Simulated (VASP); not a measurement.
**Band gap of GaP: cutoff, mesh and cell**

Aim: test what besides the functional moves the gap of GaP. The starting structure is a measured crystal structure from the Crystallography Open Database. Cell and atoms stay as given unless a step says otherwise.

Calculated with VASP 6.6.1; Kohn-Sham DFT with plane waves and PAW; LDA.

## 1. Starting point

Symmetry: F-43m, No. 216, cubic system. Conventional cell: a = 5.451 Å, b = 5.451 Å, c = 5.451 Å, α = 90.00°, β = 90.00°, γ = 90.00°. Nearest to Ga lie 4 P at 2.36 Å. Nearest to P lie 4 Ga at 2.36 Å. Farther neighbours are not listed.

## 2. Reference bands

The input, INCAR:

```
SYSTEM = GaP
PREC = Accurate
ENCUT = 350
EDIFF = 1E-06
NELM = 100
ISMEAR = 0
SIGMA = 0.03
LREAL = .FALSE.
ALGO = Normal
GGA = CA
NBANDS = 21
LORBIT = 11
LWAVE = .FALSE.
LCHARG = .FALSE.
KPAR = 4
```

The input, POSCAR:

```
GaP
1.0
    0.0000000000      2.7252500000      2.7252500000
    2.7252500000      0.0000000000      2.7252500000
    2.7252500000      2.7252500000      0.0000000000
Ga P
1 1
Direct
    0.0000000000      0.0000000000      0.0000000000
    0.7500000000      0.7500000000      0.7500000000
```

The input, KPOINTS:

```
Automatic mesh
0
Gamma
8 8 8
0 0 0
```

The input, KPOINTS_OPT:

```
Line mode
10
Line-mode
Reciprocal
  0.00000000   0.00000000   0.00000000 GAMMA
  0.50000000   0.00000000   0.50000000 X

  0.50000000   0.00000000   0.50000000 X
  0.50000000   0.25000000   0.75000000 W

  0.50000000   0.25000000   0.75000000 W
  0.37500000   0.37500000   0.75000000 K

  0.37500000   0.37500000   0.75000000 K
  0.00000000   0.00000000   0.00000000 GAMMA

  0.00000000   0.00000000   0.00000000 GAMMA
  0.50000000   0.50000000   0.50000000 L

  0.50000000   0.50000000   0.50000000 L
  0.62500000   0.25000000   0.62500000 U

  0.62500000   0.25000000   0.62500000 U
  0.50000000   0.25000000   0.75000000 W

  0.50000000   0.25000000   0.75000000 W
  0.50000000   0.50000000   0.50000000 L

  0.50000000   0.50000000   0.50000000 L
  0.37500000   0.37500000   0.75000000 K

  0.62500000   0.25000000   0.62500000 U
  0.50000000   0.00000000   0.50000000 X
```

Potentials, in the order of the species: Ga_d and P (LDA family, release 64).

Run with:

```console
$ mpirun -np 4 vasp_std
```

What it wrote:

```text
[banner, memory and clock lines left out]
running    4 mpi-ranks, on    1 nodes
 distrk:  each k-point on    1 cores,    4 groups
 distr:  one band on    1 cores,    1 groups

 POSCAR found type information on POSCAR GaP
 POSCAR found :  2 types and       2 ions
 LDA part: xc-table for (Slater(with rela. corr.)+CA(PZ))
 , standard interpolation
 POSCAR, INCAR and KPOINTS ok, starting setup
 FFT: planning ... GRIDC
 FFT: planning ... GRID_SOFT
 FFT: planning ... GRID
 WAVECAR not read
 entering main loop
       N       E                     dE             d eps       ncg     rms          rms(c)
DAV:   1     0.891329863768E+02    0.89133E+02   -0.67852E+03  1366   0.982E+02
DAV:   2    -0.195010394536E+01   -0.91083E+02   -0.84764E+02  1315   0.269E+02
DAV:   3    -0.106104447362E+02   -0.86603E+01   -0.85863E+01  1446   0.588E+01
DAV:   4    -0.107570654068E+02   -0.14662E+00   -0.14653E+00  1449   0.808E+00
DAV:   5    -0.107588560150E+02   -0.17906E-02   -0.17905E-02  1424   0.889E-01    0.431E+00
DAV:   6    -0.104918114090E+02    0.26704E+00   -0.23712E-01  1847   0.766E+00    0.278E+00
DAV:   7    -0.104449707226E+02    0.46841E-01   -0.62301E-02  1516   0.145E+00    0.102E+00
DAV:   8    -0.104402324276E+02    0.47383E-02   -0.95291E-03  1417   0.837E-01    0.216E-01
DAV:   9    -0.104401813933E+02    0.51034E-04   -0.89494E-04  1755   0.294E-01    0.629E-02
DAV:  10    -0.104401803640E+02    0.10293E-05   -0.43848E-05  1766   0.665E-02    0.293E-02
DAV:  11    -0.104401863679E+02   -0.60039E-05   -0.93210E-06  1432   0.331E-02    0.943E-03
DAV:  12    -0.104401861607E+02    0.20722E-06   -0.33075E-07   958   0.435E-03
   1 F= -.10440186E+02 E0= -.10440186E+02  d E =-.450200E-15
 Start KPOINTS_OPT (optional k-point list driver)
k-point batch [1-29\100]
       N       E                     dE             ncg
DAV:   1    -0.234821983168E+03   -0.13322E+05     1393
DAV:   2    -0.286160072649E+04   -0.26268E+04     1308
DAV:   3    -0.311322408606E+04   -0.25162E+03     1505
DAV:   4    -0.311743286403E+04   -0.42088E+01     1485
DAV:   5    -0.311748152878E+04   -0.48665E-01     1443
DAV:   6    -0.311748325021E+04   -0.17214E-02     1745
DAV:   7    -0.311748326645E+04   -0.16243E-04     1421
DAV:   8    -0.311748326694E+04   -0.48415E-06     1216
[...]
k-point batch [88-100\100]
       N       E                     dE             ncg
DAV:   1     0.801117352429E+04   -0.75086E+04      584
DAV:   2     0.674312964641E+04   -0.12680E+04      580
DAV:   3     0.662120452583E+04   -0.12193E+03      730
DAV:   4     0.661897460730E+04   -0.22299E+01      655
DAV:   5     0.661895113626E+04   -0.23471E-01      629
DAV:   6     0.661895030302E+04   -0.83324E-03      802
DAV:   7     0.661895030112E+04   -0.19028E-05      633
DAV:   8     0.661895030108E+04   -0.38198E-07      565
```

Run time: 3.8 s. Hardware: 4 MPI ranks of Intel Xeon 6975P-C (Granite Rapids), shared host; peak memory 0.52 GiB.

Lines that name or quote the potential files are left out of all logs, and their timing lines are given in words.

From OUTCAR (step 2):

```text
ion  position               nearest neighbor table
   1  0.000  0.000  0.000-   2 2.36   2 2.36   2 2.36   2 2.36
   2  0.750  0.750  0.750-   1 2.36   1 2.36   1 2.36   1 2.36

  LATTYP: Found a face centered cubic cell.
 ALAT       =     5.4505000000

 Subroutine GETGRP returns: Found 24 space group operations
 (whereof 24 operations were pure point group operations)

The static configuration has the point symmetry T_d .

 Found     29 irreducible k-points:

   k-points           NKPTS =     29   k-points in BZ     NKDIM =     29   number of bands    NBANDS=     21

   dimension x,y,z NGX =    24 NGY =   24 NGZ =   24
   dimension x,y,z NGXF=    48 NGYF=   48 NGZF=   48

   ENCUT  =  350.0 eV  25.72 Ry    5.07 a.u.   5.88  5.88  5.88*2*pi/ulx,y,z

   NELECT =      18.0000    total number of electrons

 k-points in reciprocal lattice and weights: Automatic mesh
   0.00000000  0.00000000  0.00000000       0.002
   0.12500000  0.00000000  0.00000000       0.016
   0.25000000  0.00000000  0.00000000       0.016
   0.37500000  0.00000000  0.00000000       0.016
   0.50000000  0.00000000  0.00000000       0.008
   0.12500000  0.12500000  0.00000000       0.012
   0.25000000  0.12500000  0.00000000       0.047
   0.37500000  0.12500000  0.00000000       0.047
   0.50000000  0.12500000  0.00000000       0.047
[...]
-0.37500000  0.50000000  0.12500000       0.023
  -0.25000000  0.50000000  0.25000000       0.012

 average (electrostatic) potential at core
       1 -66.5520       2 -84.6284

 E-fermi :   4.6583

 k-point     1 :       0.0000    0.0000    0.0000
  band No.  band energies     occupation
    ...
      5     -10.0922      2.00000
      6      -8.0050      2.00000
      7       4.5049      2.00000
      8       4.5049      2.00000
      9       4.5049      2.00000
     10       6.1411      0.00000
     11       8.2974      0.00000
     12       8.2974      0.00000
     13       8.2974      0.00000
     14      12.9976      0.00000
    ...

 k-point     2 :       0.1250    0.0000    0.0000
  band No.  band energies     occupation
    ...
      5     -10.0921      2.00000
      6      -7.8027      2.00000
      7       2.8334      2.00000
      8       4.2710      2.00000
      9       4.2710      2.00000
     10       6.8030      0.00000
     11       8.6508      0.00000
     12       8.6508      0.00000
     13       8.8519      0.00000
     14      13.6411      0.00000
    ...

 k-point     3 :       0.2500    0.0000    0.0000
  band No.  band energies     occupation
    ...
      5     -10.0909      2.00000
      6      -7.2275      2.00000
      7       0.5746      2.00000
      8       3.8334      2.00000
      9       3.8334      2.00000
     10       6.5080      0.00000
     11       9.1606      0.00000
     12       9.1606      0.00000
     13      10.6945      0.00000
     14      13.4393      0.00000
    ...

  Total       -0.7129738     -0.7129738     -0.7129738      0.0000000      0.0000000     -0.0000000
  in kB      -28.2185771    -28.2185771    -28.2185771      0.0000000      0.0000000     -0.0000000
  external PRESSURE =     -28.2185771 kB  Pullay stress =       0.0000000 kB

  energy-cutoff  :      350.00
  volume of cell :       40.48
      direct lattice vectors                 reciprocal lattice vectors
     0.000000000  2.725250000  2.725250000    -0.183469406  0.183469406  0.183469406
     2.725250000  0.000000000  2.725250000     0.183469406 -0.183469406  0.183469406
     2.725250000  2.725250000  0.000000000     0.183469406  0.183469406 -0.183469406

 POSITION                                       TOTAL-FORCE (eV/Angst)
 -----------------------------------------------------------------------------------
      0.00000      0.00000      0.00000         0.000000     -0.000000      0.000000
      4.08788      4.08788      4.08788        -0.000000      0.000000     -0.000000
 -----------------------------------------------------------------------------------
    total drift:                               -0.000000     -0.000000     -0.000001

  FREE ENERGIE OF THE ION-ELECTRON SYSTEM (eV)
  ---------------------------------------------------
  free  energy   TOTEN  =       -10.4401861607 eV

  energy  without entropy=      -10.4401861607  energy(sigma->0) =      -10.44018616

 total charge
# of ion       s       p       d       tot
------------------------------------------
    1        0.875   0.859  10.009  11.744
    2        1.025   1.513   0.000   2.538
--------------------------------------------------
tot          1.900   2.373  10.009  14.282

[... 3 further parts left out ...]
```

Spin-orbit coupling is off here; it would split degenerate levels. At this level the cell is under a tension of 2.8 GPa, so at these settings it is away from equilibrium.

The reference gap is 1.445 eV.

## 3. Bands with cell and atoms relaxed by LDA

Against step 2 the input has another starting structure. The cell comes from a relaxation at this level, not shown (39.20 Å³).

INCAR is that of step 2.

The input, POSCAR:

```
GaP
1.0
    0.0000000000      2.6963137092      2.6963137092
    2.6963137092      0.0000000000      2.6963137092
    2.6963137092      2.6963137092      0.0000000000
Ga P
1 1
Direct
    0.0000000000      0.0000000000      0.0000000000
    0.7500000000      0.7500000000      0.7500000000
```

KPOINTS is that of step 2.

KPOINTS_OPT is that of step 2.

Run with:

```console
$ mpirun -np 4 vasp_std
```

What it wrote:

```text
[... set-up lines as in an earlier step ...]
 entering main loop
       N       E                     dE             d eps       ncg     rms          rms(c)
DAV:   1     0.897806605957E+02    0.89781E+02   -0.67607E+03  1348   0.102E+03
DAV:   2    -0.209162401290E+01   -0.91872E+02   -0.85443E+02  1292   0.271E+02
DAV:   3    -0.106316990972E+02   -0.85401E+01   -0.84698E+01  1430   0.586E+01
DAV:   4    -0.107820545650E+02   -0.15036E+00   -0.15027E+00  1465   0.810E+00
[...]
DAV:  10    -0.104507006434E+02    0.49669E-05   -0.46094E-05  1843   0.739E-02    0.276E-02
DAV:  11    -0.104507064798E+02   -0.58364E-05   -0.98688E-06  1445   0.325E-02    0.107E-02
DAV:  12    -0.104507062568E+02    0.22298E-06   -0.33094E-07   935   0.430E-03
   1 F= -.10450706E+02 E0= -.10450706E+02  d E =-.881706E-13
 Start KPOINTS_OPT (optional k-point list driver)
k-point batch [1-29\100]
       N       E                     dE             ncg
DAV:   1    -0.137361678572E+03   -0.13821E+05     1341
DAV:   2    -0.272542637030E+04   -0.25881E+04     1313
DAV:   3    -0.298042961828E+04   -0.25500E+03     1486
DAV:   4    -0.298511630120E+04   -0.46867E+01     1514
DAV:   5    -0.298517089344E+04   -0.54592E-01     1474
DAV:   6    -0.298517263427E+04   -0.17408E-02     1745
DAV:   7    -0.298517265895E+04   -0.24678E-04     1448
DAV:   8    -0.298517265989E+04   -0.94325E-06     1289
[...]
k-point batch [88-100\100]
       N       E                     dE             ncg
DAV:   1     0.835151703144E+04   -0.72406E+04      610
DAV:   2     0.710047109124E+04   -0.12510E+04      588
DAV:   3     0.698412863178E+04   -0.11634E+03      685
DAV:   4     0.698210583023E+04   -0.20228E+01      629
DAV:   5     0.698208327038E+04   -0.22560E-01      661
DAV:   6     0.698208254093E+04   -0.72945E-03      780
DAV:   7     0.698208253379E+04   -0.71381E-05      674
DAV:   8     0.698208253351E+04   -0.28412E-06      567
```

The job ended after 3.6 s (4 MPI ranks; peak memory 0.52 GiB; 12 s of CPU time).

OUTCAR, selected parts (step 3):

```text
  Total       -0.0342214     -0.0342214     -0.0342214      0.0000000      0.0000000     -0.0000000
  in kB       -1.3985137     -1.3985137     -1.3985137      0.0000000      0.0000000     -0.0000000
  external PRESSURE =      -1.3985137 kB  Pullay stress =       0.0000000 kB

 POSITION                                       TOTAL-FORCE (eV/Angst)
 -----------------------------------------------------------------------------------
      0.00000      0.00000      0.00000        -0.000000      0.000000      0.000000
      4.04447      4.04447      4.04447         0.000000     -0.000000     -0.000000
 -----------------------------------------------------------------------------------
    total drift:                               -0.000001     -0.000001     -0.000002

  FREE ENERGIE OF THE ION-ELECTRON SYSTEM (eV)
  ---------------------------------------------------
  free  energy   TOTEN  =       -10.4507062568 eV

  energy  without entropy=      -10.4507062568  energy(sigma->0) =      -10.45070626

[... 1 part as in an earlier step ...]

[... 2 further parts left out ...]
[key lines of the parts left out:]
E-fermi :   4.9776
```

With cell and atoms relaxed by LDA the gap is 1.388 eV, -0.057 eV from the reference.

## 4. Bands with no band path

Against step 2 the input has no band path (also changed: NBANDS).

Edit INCAR of step 3 so:

```diff
@@ -10,3 +10,3 @@
 GGA = CA
-NBANDS = 21
+NBANDS = 15
 LORBIT = 11
```

The input, POSCAR:

```
GaP
1.0
    0.0000000000      2.7252500000      2.7252500000
    2.7252500000      0.0000000000      2.7252500000
    2.7252500000      2.7252500000      0.0000000000
Ga P
1 1
Direct
    0.0000000000      0.0000000000      0.0000000000
    0.7500000000      0.7500000000      0.7500000000
```

KPOINTS is that of step 3.

Run with:

```console
$ mpirun -np 4 vasp_std
```

What it wrote:

```text
[... set-up lines as in an earlier step ...]
 entering main loop
       N       E                     dE             d eps       ncg     rms          rms(c)
DAV:   1     0.696566320838E+02    0.69657E+02   -0.76011E+03   901   0.144E+03
DAV:   2    -0.543642818037E+01   -0.75093E+02   -0.72102E+02  1003   0.273E+02
DAV:   3    -0.106780488732E+02   -0.52416E+01   -0.52290E+01  1080   0.623E+01
DAV:   4    -0.107571367339E+02   -0.79088E-01   -0.79073E-01  1069   0.837E+00
[...]
DAV:  10    -0.104401799883E+02   -0.11919E-05   -0.47879E-05  1320   0.781E-02    0.268E-02
DAV:  11    -0.104401863412E+02   -0.63529E-05   -0.81569E-06  1079   0.436E-02    0.674E-03
DAV:  12    -0.104401861440E+02    0.19722E-06   -0.44196E-07   722   0.724E-03
   1 F= -.10440186E+02 E0= -.10440186E+02  d E =-.141881E-11
```

The job ended after 1.6 s (4 MPI ranks; peak memory 0.46 GiB; 3.9 s of CPU time).

Parts of OUTCAR (step 4):

```text
  Total       -0.7143707     -0.7143707     -0.7143707     -0.0000000     -0.0000000      0.0000000
  in kB      -28.2738655    -28.2738655    -28.2738655     -0.0000000     -0.0000000      0.0000000
  external PRESSURE =     -28.2738655 kB  Pullay stress =       0.0000000 kB

 POSITION                                       TOTAL-FORCE (eV/Angst)
 -----------------------------------------------------------------------------------
      0.00000      0.00000      0.00000        -0.000000     -0.000000     -0.000000
      4.08788      4.08788      4.08788         0.000000      0.000000      0.000000
 -----------------------------------------------------------------------------------
    total drift:                               -0.000000     -0.000000     -0.000001

  FREE ENERGIE OF THE ION-ELECTRON SYSTEM (eV)
  ---------------------------------------------------
  free  energy   TOTEN  =       -10.4401861440 eV

  energy  without entropy=      -10.4401861440  energy(sigma->0) =      -10.44018614

[... 1 part as in an earlier step ...]

[... 2 further parts left out ...]
[key lines of the parts left out:]
E-fermi :   4.6325
```

With no band path the gap is 1.493 eV, +0.048 eV from the reference, read on the mesh alone.

## 5. Bands with a cutoff of 450 eV

Against step 2 the input has ENCUT = 450.

Edit INCAR of step 4 so:

```diff
@@ -2,3 +2,3 @@
 PREC = Accurate
-ENCUT = 350
+ENCUT = 450
 EDIFF = 1E-06
@@ -10,3 +10,3 @@
 GGA = CA
-NBANDS = 15
+NBANDS = 21
 LORBIT = 11
```

POSCAR is that of step 4.

KPOINTS is that of step 4.

KPOINTS_OPT is that of step 3.

Run with:

```console
$ mpirun -np 4 vasp_std
```

What it wrote:

```text
[... set-up lines as in an earlier step ...]
 entering main loop
       N       E                     dE             d eps       ncg     rms          rms(c)
DAV:   1     0.979149812847E+02    0.97915E+02   -0.75511E+03  1400   0.114E+03
DAV:   2    -0.410038133454E+00   -0.98325E+02   -0.91259E+02  1300   0.301E+02
DAV:   3    -0.105556436974E+02   -0.10146E+02   -0.10047E+02  1460   0.643E+01
DAV:   4    -0.107566979477E+02   -0.20105E+00   -0.20093E+00  1450   0.948E+00
[...]
DAV:  10    -0.104398268639E+02    0.12882E-05   -0.44963E-05  1772   0.689E-02    0.289E-02
DAV:  11    -0.104398328677E+02   -0.60038E-05   -0.96380E-06  1478   0.336E-02    0.959E-03
DAV:  12    -0.104398326645E+02    0.20328E-06   -0.33765E-07   968   0.450E-03
   1 F= -.10439833E+02 E0= -.10439833E+02  d E =-.195743E-13
 Start KPOINTS_OPT (optional k-point list driver)
k-point batch [1-29\100]
       N       E                     dE             ncg
DAV:   1     0.532636673827E+02   -0.15428E+05     1376
DAV:   2    -0.281739222171E+04   -0.28707E+04     1341
DAV:   3    -0.311432444026E+04   -0.29693E+03     1493
DAV:   4    -0.312028711442E+04   -0.59627E+01     1483
DAV:   5    -0.312035955419E+04   -0.72440E-01     1497
DAV:   6    -0.312036218047E+04   -0.26263E-02     1684
DAV:   7    -0.312036222032E+04   -0.39848E-04     1528
DAV:   8    -0.312036222160E+04   -0.12785E-05     1244
DAV:   9    -0.312036222168E+04   -0.83363E-07      952
[...]
k-point batch [88-100\100]
       N       E                     dE             ncg
DAV:   1     0.906402038340E+04   -0.81359E+04      616
DAV:   2     0.775960743668E+04   -0.13044E+04      572
DAV:   3     0.762489740575E+04   -0.13471E+03      693
DAV:   4     0.762223963203E+04   -0.26578E+01      644
DAV:   5     0.762220873056E+04   -0.30901E-01      663
DAV:   6     0.762220760909E+04   -0.11215E-02      792
DAV:   7     0.762220760273E+04   -0.63593E-05      646
DAV:   8     0.762220760252E+04   -0.21273E-06      574
```

The job ended after 7.4 s (4 MPI ranks; peak memory 0.62 GiB; 27 s of CPU time).

[end of part 1 of 2]

[Lines on the potential files, build, host, timing and source positions are cut from VASP's logs without a mark.]

[Logs are printed without paths, hosts, clocks, repeated set-up lines and the standing remarks that a program may print on its own settings, such as how far it seeks lower states.]

[Hosts, paths, dates, database ids (printed as entryN), source tags and the programs' standing remarks are cut or masked in the printed files.]
